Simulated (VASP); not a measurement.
A VASP calculation is set up with these files.

File KPOINTS:
```
Automatic mesh
0
Gamma
14 14 7
0 0 0
```

**POSCAR**
```
Cd
1.0
  1.4649777788  -2.5374162388   0.0000000000
  1.4649777788   2.5374162388   0.0000000000
  0.0000000000   0.0000000000   5.4047077432
Cd
2
direct
  0.3333330000   0.6666670000   0.2500000000
  0.6666670000   0.3333330000   0.7500000000
```

### INCAR
```
! general
SYSTEM  = Cd
PREC    = Accurate
ENCUT   = 520
LREAL   = .False.
LASPH   = .True.   ! aspherical one-centre terms

! electronic loop
EDIFF   = 1E-7   ! SCF stop (eV)
NELM    = 100
ALGO    = Normal
LMAXMIX = 4   ! l cut-off of mixed one-centre charges

! smearing
ISMEAR  = 1   ! Methfessel-Paxton
SIGMA   = 0.1   ! width (eV)

! functional
GGA     = PE   ! PBE
IVDW    = 12

! ions
IBRION  = 2   ! conjugate gradients
NSW     = 30   ! most ionic steps
ISIF    = 4
EDIFFG  = -0.01   ! ionic stop

! output
LWAVE   = .False.
LCHARG  = .False.
```

POTCAR, in this order: Cd (PBE.64 set). Program: vasp_std.

Question: Translate this PBE-D3(BJ) calculation to Quantum ESPRESSO's pw.x.

Answer: One equivalent input (not run):
```
&CONTROL
  calculation = 'vc-relax'
  pseudo_dir = './pseudo'
  outdir = './out'
  tprnfor = .true.
  tstress = .true.
  nstep = 30
  forc_conv_thr = 0.00039
/
&SYSTEM
  ibrav = 0
  nat = 2
  ntyp = 1
  ecutwfc = 102
  occupations = 'smearing'
  smearing = 'methfessel-paxton'
  degauss = 0.00735
  input_dft = 'pbe'
  vdw_corr = 'grimme-d3'
  dftd3_version = 4
  dftd3_threebody = .false.
/
&ELECTRONS
  conv_thr = 7.3e-09
  electron_maxstep = 100
/
&IONS
/
&CELL
  cell_dofree = 'shape'
/
ATOMIC_SPECIES
  Cd 112.414 Cd.upf
CELL_PARAMETERS angstrom
     1.4649778   -2.5374162    0.0000000
     1.4649778    2.5374162    0.0000000
     0.0000000    0.0000000    5.4047077
ATOMIC_POSITIONS crystal
  Cd   0.3333330  0.6666670  0.2500000
  Cd   0.6666670  0.3333330  0.7500000
K_POINTS automatic
  14 14 7 0 0 0
```
Limits of the translation: the potentials are each code's own (VASP's PAW set, PseudoDojo norm-conserving files in pw.x), so ENCUT and ecutwfc are chosen apart and not converted; conv_thr bounds pw.x's estimated SCF error, while EDIFF bounds the energy change between steps; forc_conv_thr acts on force components and is met together with etot_conv_thr.

The compound is Cd in the hcp structure. This cell is one point of a volume scan, at 0.94 of the reference volume. Symmetry was kept, so distortions that lower it aren't found.
